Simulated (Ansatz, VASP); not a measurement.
**Na2ClF in VASP and in Ansatz**

```xyz
4
Lattice="1.8107 1.0454 5.9207 -1.8107 1.0454 5.9207 0.0000 -2.0908 5.9207" Properties=species:S:1:pos:R:3 pbc="T T T"
F     1.8107    1.0454    5.9207
Cl    0.0000    0.0000    8.8810
Na    0.0000    0.0000    4.6792
Na    0.0000    0.0000   13.0828
```

The cell was built by a generator and needn't be a form met in nature.

Alike in both runs: task single point; functional HSE06; k mesh 4 × 4 × 4; no spin polarisation.

```csv
,VASP,Ansatz
version,VASP 6.6.1,Ansatz 0.2.0
potentials or method,"VASP PAW PBE potentials, release 64 (F, Cl, Na_pv)","plane waves, PAW"
plane-wave cutoff (eV),520,420
occupations,"gaussian, width 0.01 eV",fixed
valence electrons in the cell,28,32
```

Ansatz gave:

| Quantity | Value |
| --- | --- |
| gap on the k mesh at the Fermi level (eV) | 5.78 |
| pressure (GPa) | 0.9 |
| largest component of the traceless stress (GPa) | 0.09 |
| rms of the force components (eV/Å) | 0.009 |

What did VASP give for the same quantities?

gap on the k mesh at the Fermi level (eV): 5.76; pressure (GPa): 0.9; largest component of the traceless stress (GPa): 0.10; rms of the force components (eV/Å): 0.009.

Atom by atom the forces differ by 0.000 eV/Å (rms over components). The two sets of potentials don't hold the same shells in valence. Ansatz warned: «stress_exchange_threshold_loose».

Caveats: the k mesh is coarse (spacing up to 0.51 Å⁻¹), so the values aren't converged, least of all with exact exchange; the PAW data sets were made with another functional, which shifts forces and pressure a little (VASP).
